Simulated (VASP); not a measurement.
Take K2S (antifluorite), with a static lattice, in VASP with PAW potentials, and its bulk modulus.

**Question.** One run gives 20.3 GPa. Which level is it?
(A) revPBE
(B) PBE-D3 (zero damping)
(C) optB86b-vdW
(D) vdW-DF-cx

**Answer.** C, optB86b-vdW.  The others give 15.9 (revPBE), 18.2 (PBE-D3 (zero damping)), 19.0 (vdW-DF-cx).

Only levels that ran to the end are used. Left out are those held back, those with too coarse a band path, GW runs whose mesh misses a band edge, hybrids' fits of cells that aren't cubic and levels without matching references; a question may draw on a part of the rest.

The compound is K2S in the antifluorite structure.
